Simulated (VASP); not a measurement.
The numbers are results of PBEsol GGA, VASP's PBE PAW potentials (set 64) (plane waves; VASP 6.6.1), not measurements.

VASP ran on this input.

File POSCAR:
```
NaCl
1
    0.0000000000     2.7959927619     2.7959927619
    2.7959927619     0.0000000000     2.7959927619
    2.7959927619     2.7959927619     0.0000000000
Na Cl
1 1
Direct
  0.0000000000   0.0000000000   0.0000000000
  0.5000000000   0.5000000000   0.5000000000
```

**INCAR**
```
SYSTEM = NaCl
PREC = Accurate; ENCUT = 500; LREAL = .FALSE.
LASPH = .TRUE.
EDIFF = 1E-6; NELM = 100; ALGO = Normal
ISMEAR = 0; SIGMA = 0.05
GGA = PS
IBRION = 2; NSW = 40; ISIF = 3
EDIFFG = -0.02
LWAVE = .FALSE.; LCHARG = .FALSE.
```

KPOINTS:
```
Regular mesh
0
G
 8 8 8
0 0 0
```

POTCAR, in this order: Na_pv Cl (PBE.64 set). Program: vasp_std.

The resulting files:

OUTCAR:
```
 ion  position               nearest neighbor table
   1  0.000  0.000  0.000-
   2  0.500  0.500  0.500-
  LATTYP: Found a face centered cubic cell.
 ALAT       =     5.5919855238
 Subroutine PRICEL returns:
 Original cell was already a primitive cell.
 Subroutine GETGRP returns: Found 48 space group operations
The static configuration has the point symmetry O_h .
The dynamic configuration has the point symmetry O_h .
 Subroutine INISYM returns: Found 48 space group operations
 Subroutine IBZKPT returns following result:
 Found     29 irreducible k-points:

 Following reciprocal coordinates:
            Coordinates               Weight
  0.000000  0.000000  0.000000      1.000000
  0.125000  0.000000  0.000000      8.000000
  0.250000  0.000000  0.000000      8.000000
  0.375000  0.000000  0.000000      8.000000
  0.500000  0.000000  0.000000      4.000000
  0.125000  0.125000  0.000000      6.000000
  0.250000  0.125000  0.000000     24.000000
  0.375000  0.125000  0.000000     24.000000
  0.500000  0.125000  0.000000     24.000000
 -0.375000  0.125000  0.000000     24.000000
 -0.250000  0.125000  0.000000     24.000000
 -0.125000  0.125000  0.000000     12.000000
  0.250000  0.250000  0.000000      6.000000
  0.375000  0.250000  0.000000     24.000000
  0.500000  0.250000  0.000000     24.000000
 -0.375000  0.250000  0.000000     24.000000
 -0.250000  0.250000  0.000000     12.000000
  0.375000  0.375000  0.000000      6.000000
  0.500000  0.375000  0.000000     24.000000
 -0.375000  0.375000  0.000000     12.000000
  0.500000  0.500000  0.000000      3.000000
  0.375000  0.250000  0.125000     24.000000
  0.500000  0.250000  0.125000     48.000000
 -0.375000  0.250000  0.125000     24.000000
...
```

**OSZICAR**
```
       N       E                     dE             d eps       ncg     rms          rms(c)
DAV:   1     0.903007156784E+02    0.90301E+02   -0.72062E+03   641   0.127E+03
DAV:   2     0.509048276168E+00   -0.89792E+02   -0.83933E+02   748   0.272E+02
DAV:   3    -0.701164885697E+01   -0.75207E+01   -0.74800E+01   779   0.789E+01
DAV:   4    -0.715558040847E+01   -0.14393E+00   -0.14379E+00   730   0.123E+01
DAV:   5    -0.715900008329E+01   -0.34197E-02   -0.34195E-02   862   0.183E+00    0.192E+00
DAV:   6    -0.700531079130E+01    0.15369E+00   -0.30423E-01   739   0.449E+00    0.140E+00
DAV:   7    -0.699464029758E+01    0.10670E-01   -0.68565E-02   838   0.205E+00    0.921E-01
DAV:   8    -0.699802672654E+01   -0.33864E-02   -0.71517E-03   677   0.967E-01    0.229E-01
DAV:   9    -0.699796674793E+01    0.59979E-04   -0.17622E-04   761   0.129E-01    0.132E-01
DAV:  10    -0.699803871152E+01   -0.71964E-04   -0.23240E-04   677   0.115E-01    0.452E-02
DAV:  11    -0.699803040526E+01    0.83063E-05   -0.18070E-05   755   0.351E-02    0.136E-02
DAV:  12    -0.699802973283E+01    0.67243E-06   -0.30102E-06   683   0.122E-02
   1 F= -.69980297E+01 E0= -.69980297E+01  d E =-.699803E+01
```

File OUTCAR:
```
------------------------ aborting loop because EDIFF is reached ----------------------------------------
  FORCE on cell =-STRESS in cart. coord.  units (eV):
  Direction    XX          YY          ZZ          XY          YZ          ZX
  --------------------------------------------------------------------------------------
  Total        0.0390166      0.0390166      0.0390166      0.0000000      0.0000000      0.0000000
  in kB        1.4299545      1.4299545      1.4299545      0.0000000      0.0000000      0.0000000
  external PRESSURE =       1.4299545 kB  Pullay stress =       0.0000000 kB
  volume of cell :       43.72
      direct lattice vectors                 reciprocal lattice vectors
     0.000000000  2.795992762  2.795992762    -0.178827359  0.178827359  0.178827359
     2.795992762  0.000000000  2.795992762     0.178827359 -0.178827359  0.178827359
     2.795992762  2.795992762  0.000000000     0.178827359  0.178827359 -0.178827359
  FREE ENERGIE OF THE ION-ELECTRON SYSTEM (eV)
  ---------------------------------------------------
  free  energy   TOTEN  =        -6.9980297328 eV

  energy  without entropy=       -6.9980297328  energy(sigma->0) =       -6.99802973

 reached required accuracy - stopping structural energy minimisation
```
(Selected blocks of OUTCAR.)

**OUTCAR**
```
 val. band max:       -0.6347062946   @ k =   0.0000   0.0000   0.0000

 cond. band min:       4.3917688412   @ k =   0.0000   0.0000   0.0000


 Fermi energy:        -0.3935348050

 k-point     1 :       0.0000    0.0000    0.0000
  band No.  band energies     occupation
      1     -21.2390      2.00000
      2     -21.2390      2.00000
      3     -21.2390      2.00000
      4     -13.3394      2.00000
      5      -0.6347      2.00000
      6      -0.6347      2.00000
      7      -0.6347      2.00000
      8       4.3918      0.00000
      9      10.3866      0.00000
     10      10.3866      0.00000
     11      10.3866      0.00000

 k-point     2 :       0.1250    0.0000    0.0000
  band No.  band energies     occupation
      1     -21.2442      2.00000
      2     -21.2394      2.00000
      3     -21.2394      2.00000
      4     -13.2875      2.00000
      5      -1.0318      2.00000
      6      -0.6788      2.00000
      7      -0.6788      2.00000
      8       4.9068      0.00000
      9       9.8217      0.00000
     10      10.5872      0.00000
     11      10.5872      0.00000

 k-point     3 :       0.2500    0.0000    0.0000
  band No.  band energies     occupation
      1     -21.2565      2.00000
      2     -21.2403      2.00000
      3     -21.2403      2.00000
      4     -13.1583      2.00000
      5      -1.8079      2.00000
      6      -0.7814      2.00000
      7      -0.7814      2.00000
      8       5.8849      0.00000
      9       9.2812      0.00000
     10      10.7006      0.00000
     11      10.7006      0.00000

 k-point     4 :       0.3750    0.0000    0.0000
  band No.  band energies     occupation
      1     -21.2687      2.00000
      2     -21.2412      2.00000
      3     -21.2412      2.00000
      4     -13.0233      2.00000
      5      -2.4464      2.00000
      6      -0.8794      2.00000
      7      -0.8794      2.00000
      8       6.4131      0.00000
      9       9.6234      0.00000
...
```

The compound is NaCl in the rock salt structure. It was relaxed first.
